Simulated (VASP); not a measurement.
A convergence study with VASP on GaAs (zinc blende): one setting is varied, all else stays as given below, so the limit is that of these other settings. Each run relaxes cell and ions from the cell shown. The basis is that of the starting cell, so low cut-offs carry a Pulay error.

```
GaAs
1.0
    0.00000     2.82500     2.82500
    2.82500     0.00000     2.82500
    2.82500     2.82500     0.00000
Ga As
1 1
Direct
  0.00000   0.00000   0.00000
  0.25000   0.25000   0.25000
```

Calculation: PBE GGA, VASP's PBE PAW potentials (set 64) (plane waves; VASP 6.6.1). The tightest run used: 700 eV cut-off, 7×7×7 Γ-centred mesh, Gaussian smearing of 0.050 eV, potentials Ga_d As.

Gaps are read on the run's mesh, which can miss a band edge.

**Question.** The settings run are ENCUT = 200; ENCUT = 250; ENCUT = 300; ENCUT = 350; ENCUT = 400; ENCUT = 450; ENCUT = 500; ENCUT = 550; ENCUT = 600; ENCUT = 650; ENCUT = 700. From which on does the relaxed volume stay within 0.05 Å³/atom of the tightest run?

**Answer.** From ENCUT = 450 on: it is off by 0.040 there and by no more than 0.05 in any finer run, while ENCUT = 400 is off by 0.076.
```
setting      relaxed volume (Å³/atom)  E (eV/atom)  gap on the mesh (eV)  plane waves  difference judged (Å³/atom)
-----------  ------------------------  -----------  --------------------  -----------  ---------------------------
ENCUT = 200                    19.886      -4.1096                 1.178          301                        3.873
ENCUT = 250                    22.596      -4.1089                 0.516          415                        1.162
ENCUT = 300                    23.681      -4.1320                 0.169          541                        0.077
ENCUT = 350                    23.726      -4.1316                 0.155          681                        0.032
ENCUT = 400                    23.682      -4.1305                 0.169          869                        0.076
ENCUT = 450                    23.718      -4.1316                 0.158          990                        0.040
ENCUT = 500                    23.755      -4.1325                 0.147         1155                        0.003
ENCUT = 550                    23.763      -4.1326                 0.144         1363                        0.004
ENCUT = 600                    23.758      -4.1324                 0.146         1516                        0.001
ENCUT = 650                    23.756      -4.1324                 0.146         1720                        0.003
ENCUT = 700                    23.758      -4.1325                 0.146         1917                        0.000
```

Left out are rungs that failed or repeat a setting and relaxations that didn't move; long series are thinned to 24 rows.

The compound is GaAs in the zinc blende structure.
